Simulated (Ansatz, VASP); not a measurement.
## SbAs in VASP and in Ansatz

```
Sb As
1.0
     2.03839    1.17687    3.32825
    -2.03839    1.17687    3.32825
     0.00000   -2.35373    3.32825
Sb As
1 1
Cartesian
  0.0000 0.0000 4.9924
  0.0000 0.0000 0.0000
```

Alike in both runs: functional LDA; k mesh 12 × 12 × 12; occupations fermi-dirac, width 0.15 eV; no spin polarisation.

Ansatz relaxed the structure, and its values are those at the end. VASP's run is a single point on that final structure, the one shown.

```csv
,VASP,Ansatz
version,VASP 6.6.1,Ansatz 0.2.0
potentials or method,"VASP PAW LDA potentials, release 64 (Sb, As)","scalar-relativistic, plane waves, PAW"
plane-wave cutoff (eV),520,420
valence electrons in the cell,10,30
```

|  | VASP | Ansatz | Ansatz less VASP |
| --- | --- | --- | --- |
| gap on the k mesh at the Fermi level (eV) | none | none | - |
| pressure (GPa) | -1.3 | -1.5 | -0.23 |

A gap of «none» marks a metal or a gap that the smearing closes. The two sets of potentials don't hold the same shells in valence.

The runs have no spin-orbit coupling, so splittings on Sb are missing.
